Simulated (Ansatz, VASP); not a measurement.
# Cross-check of Te (Tellurium) between VASP and Ansatz

Wanted: the spread between two codes on one cell, functional and k mesh. The cell is taken from a series of runs on this material, whose earlier steps may have relaxed, scaled, displaced or heated it; both programs get it as it stands.

Main program and level: Ansatz 0.2.0; plane waves, with VASP 6.6.1 beside it; zone-centre phonons at PBEsol.

## 1. The starting structure

Symmetry: P3_121, No. 152, trigonal system. Conventional cell: a = 4.142 Å, b = 4.142 Å, c = 5.952 Å, α = 90.00°, β = 90.00°, γ = 120.00°. Nearest to Te lie 6 Te at 2.92 to 3.21 Å.

## 2. Ansatz: zone-centre phonons, PBEsol

Ansatz runs on its PAW soft_1 files.

Second derivatives magnify differences that forces hide, and they need a tight electronic threshold.

input.yaml reads:

```yaml
crystal:
  lattice:
    - [4.1424184662, 0.0, 0.0]
    - [-2.0712092331, 3.5874396249, 0.0]
    - [0.0, 0.0, 5.9522558512]
  atoms:
    - { symbol: Te, position: [0.2977101016, 0.0, 0.3333333333] }
    - { symbol: Te, position: [0.0, 0.2977101016, 0.6666666667] }
    - { symbol: Te, position: [0.7022898984, 0.7022898984, 0.0] }
kpoints:
  mp_grid: { grid: [12, 12, 8] }
hamiltonian:
  xc: pbesol
  pseudopotentials: { kind: paw, azcp: { folder: soft_1 }, xc_functional: pbe }
scf:
  occupations: { method: methfessel_paxton, width: 0.2 }
output:
  eigenvalues: true
phonons:
  method: dfpt
```

Launch:

```sh
$ ansatz run input.yaml --threads 4 --pin off --max-ram 10240MiB --backend cpu --events-out ev --progress --plain --runs-dir out
```

Numbers of over 12 decimals in the logs are rounded to 6 here.

The program printed:

```text
zone centre: on kpoints.mp_grid the ground state, and the responses unless they are solved on pairs of k-points, stand on 320 of the mesh's 1152 k-points, reduced under 2 symmetry operations, with k and −k counted as one. Each operation leaves every solved displacement unchanged or reverses it
Engine: ansatz 0.2.0, aarch64-unknown-linux-gnu
Pseudopotentials: kind: paw
Pseudopotential: Te, paw, valence charge 16, recommended cutoff 420 eV (normal), soft_1/Te.paw.azcp
Functional definition: PBEsol
  exchange = pbesol_x
  correlation = pbesol_c
Crystal: 3 atoms, lattice volume = 88.455 Å³
Basis set: ecut = 420 eV, 1663 PW (Γ), exchange–correlation on 60×60×96 points (8 copies of the dense FFT grid, shifted against one another)
Bands: 29, of which v1, the nominal top of the filled ones, is band 24 counted from 1 (23 counted from 0)
Symmetry: 6 space group operations
k-points: 320 of 1152 (irreducible under 2 space group operations, time reversal used)
Non-local potential: Te, projectors of the file, l = 0: 2, l = 1: 2, l = 2: 2, l = 3: 1
PAW form: soft (Blöchl's): semilocal exchange-correlation on the pseudo side does not see the compensation charge
PAW frozen core: Te, regenerated for the run's functional, and the local potential with it (the file was generated under x = pbe(κ = 0.804, μ = 0.219515), c = pbe(β = 0.066725))
PAW one-centre angular grid: Te, 590 points (default); XC on 64 Gauss nodes
Initial density: superposition of atomic densities (chi_scale 0.1, normalization cell)
Initial wavefunctions: pseudopotential atomic-orbital guess
Functional: x = pbesol(κ = 0.804, μ = 0.123457), c = pbesol(β = 0.046)
SCF iter   1: F=—  HF=-20704.739424 eV  |F-HF|=—  |Δ(HF+E_count)|=         —  Δρ=1.32e-2  dr2=1.09e-1  ethr=3.10e-3  ⟨swp⟩=8.7  Hψ=46298  notcnv=0
preconditioner: auto → Kerker (q_TF=auto, 2.464 Å⁻¹)  [metal: Δε(μ)=0.101 eV  Ē_g=8.945 eV  σ=0.200 eV  W_gap=0.41  n_scr=22 (ndim 8)  ℏωp=16.8 eV  f_vac=0.000  D(μ)=0.13/eV (n_scr^D=0)]
SCF iter   2: F=—  HF=-20704.728486 eV  |F-HF|=—  |Δ(HF+E_count)|=   1.09e-2  S|Δr|=    0.00e0  Δρ=8.30e-3  dr2=4.36e-2  ethr=2.27e-4  ⟨swp⟩=1.0  Hψ=11843  notcnv=0  defer=4
SCF iter   3: F=—  HF=-20704.722055 eV  |F-HF|=—  |Δ(HF+E_count)|=   6.43e-3  S|Δr|=    0.00e0  Δρ=7.88e-4  dr2=5.90e-4  ethr=9.09e-5  ⟨swp⟩=2.0  Hψ=13582  notcnv=0  defer=4
SCF iter   4: F=—  HF=-20704.722236 eV  |F-HF|=—  |Δ(HF+E_count)|=   1.82e-4  S|Δr|=    0.00e0  Δρ=2.94e-4  dr2=9.57e-5  ethr=1.23e-6  ⟨swp⟩=2.0  Hψ=16796  notcnv=0  defer=4
SCF iter   5: F=—  HF=-20704.722255 eV  |F-HF|=—  |Δ(HF+E_count)|=   1.94e-5  S|Δr|=    0.00e0  Δρ=1.33e-4  dr2=2.45e-5  ethr=1.99e-7  ⟨swp⟩=2.1  Hψ=16430  notcnv=0  defer=4
SCF iter   6: F=—  HF=-20704.722260 eV  |F-HF|=—  |Δ(HF+E_count)|=   4.48e-6  S|Δr|=    0.00e0  Δρ=3.56e-5  dr2=1.44e-6  ethr=5.11e-8  ⟨swp⟩=3.0  Hψ=17692  notcnv=0  defer=4
SCF iter   7: F=—  HF=-20704.722260 eV  |F-HF|=—  |Δ(HF+E_count)|=   1.46e-8  S|Δr|=    0.00e0  Δρ=8.60e-6  dr2=5.96e-8  ethr=3.00e-9  ⟨swp⟩=3.0  Hψ=16905  notcnv=0  defer=4
SCF iter   8: F=—  HF=-20704.722260 eV  |F-HF|=—  |Δ(HF+E_count)|=   1.05e-8  S|Δr|=    0.00e0  Δρ=2.26e-6  dr2=3.40e-9  ethr=1.24e-10  ⟨swp⟩=3.0  Hψ=17724  notcnv=0  defer=4
SCF iter   9: F=—  HF=-20704.722260 eV  |F-HF|=—  |Δ(HF+E_count)|=  6.26e-10  S|Δr|=    0.00e0  Δρ=6.02e-7  dr2=3.79e-10  ethr=7.08e-12  ⟨swp⟩=3.0  Hψ=17342  notcnv=0  defer=4
SCF iter  10: F=—  HF=-20704.722260 eV  |F-HF|=—  |Δ(HF+E_count)|=  3.64e-11  S|Δr|=    0.00e0  Δρ=1.60e-7  dr2=2.95e-11  ethr=1.00e-12  ⟨swp⟩=2.7  Hψ=13128  notcnv=0  defer=4
SCF iter  11: F=-20704.722260 eV  HF=-20704.722260 eV  |F-HF|=7.28e-12  |Δ(HF+E_count)|=    0.00e0  S|Δr|=    0.00e0  Δρ=3.33e-8  dr2=1.26e-12  ethr=1.00e-12  ⟨swp⟩=9.0  Hψ=47903  notcnv=0
SCF 1 converged in 11 iterations: F = -20704.722260 eV  dr2 = 1.26e-12
  greatest PAW one-centre occupation: 0.998 electrons in one spin orbital (limit 2), on the Te atom at site 1 (counted from 0), in its partial waves of l = 2
DFPT response loops at Γ: preconditioner auto → Kerker (q_TF=auto, 2.464 Å⁻¹) (partly filled bands, converged f_vac=0.002); β = 1.00, the filter's whole step (`scf.mixing.beta` (0.50) is not read by the response loops under this deck's `scf.mixing.preconditioner`; to damp them name `kerker` or `kerker_dos`, under which they read `scf.mixing.beta`, and type it under 1.00, their step now; both keys bind the ground state too); Broyden in place of MSR1
SCF converged after 11 iterations
Stability not checked: this state was not tested for a lower state beside it, because cold or Methfessel-Paxton smearing, or corrected tetrahedra, fill the levels in a way that the test cannot read (fill_not_monotonic; see scf.lower_state_search)
Free energy (F): -20704.722260 eV
Harris-Foulkes:  -20704.722260 eV  (|F-HF|=7.28e-12)
Internal energy: -20704.727321 eV  (E = F + TS)
E sigma→0 (E₀):  -20704.723525 eV
Entropy (-TS):   0.005061 eV (1.687 meV/atom)
Fermi energy:    10.799462 eV
--- Per-component energies (eV) ---
  E_band       = -708.708500
  E_kinetic    = 519.876157
  E_local      = -4474.398114  (includes V_loc(G=0)·N_el)
  E_nonlocal   = 201.090172
  E_hartree    = 2265.189835
  E_xc         = -367.697463
  E_vxc        = -309.482318  (∫ρ·V_xc dr)
  E_paw        = -13773.568825  (= ΣΔE_a)
  E_vpaw       = -1176.174331  (= ΣTr[D̂ρ^β])
  E_aug_tail   = 0.000255  (compensation charges beyond the density's cutoff)
  E_ewald      = -5076.343771
  E_core_change = 1.124434  (= ΣΔE_core)
  E_smearing   = 0.005061  (= −TS)
  E_closure    = 0.000000  (closes the sum)
  Σ components = -20704.722260   (vs F -20704.722260, Δ=0.00e0)
--- Band table (eV; the first three rows and the last of 320) ---
  k-point 0: bands = [... 20 lower, 8.4763, 9.0548, 9.0548, 9.5114, 12.0308, 12.0308, 12.8506, 15.5573, ... 1 higher]
  k-point 1: bands = [... 20 lower, 8.5008, 9.1152, 9.4263, 9.5652, 11.8708, 11.8872, 12.6763, 14.9794, ... 1 higher]
  k-point 2: bands = [... 20 lower, 8.4006, 9.3651, 9.7237, 9.8928, 11.5093, 11.5434, 12.2515, 14.5488, ... 1 higher]
  k-point 319: bands = [... 20 lower, 5.7648, 9.1929, 9.5667, 10.7502, 11.4306, 12.3319, 12.4303, 15.7461, ... 1 higher]
--- Phonons (Γ-DFPT): 3 representative perturbations + reference, on 320 of 1152 k-points (Σ response iterations 9) ---
  k mesh reduced under 2 symmetry operations, with k and −k counted as one. Each operation leaves every solved displacement unchanged or reverses it
  ASR residual: 4.096e-5 → 0.000e0 eV/Å²; symmetrization residual: 9.885e-6 eV/Å²
  ASR residual per site (eV/Å²): 4.10e-5 4.10e-5 4.10e-5
  Γ frequencies (cm⁻¹): 0.00 0.00 0.00 79.01 79.01 89.78 91.64 127.12 127.12
  non-analytic LO–TO correction: not included (Born effective charges unavailable; polar crystals: no LO–TO splitting at Γ)
```

In the SCF lines HF is the Harris–Foulkes energy and dr2 the Hartree energy of the density residual, in eV; the loop may stop once dr2 is under the threshold and the program's other checks hold. Hψ counts applications of the Hamiltonian.

(Continued in part 2 of 2.)

[Lines on the potential files, build, host, timing and source positions are cut from VASP's logs without a mark.]

[Logs are printed without paths, hosts, clocks, repeated set-up lines and the standing remarks that a program may print on its own settings, such as how far it seeks lower states.]

[Hosts, paths, dates, database ids (printed as entryN), source tags and the programs' standing remarks are cut or masked in the printed files.]
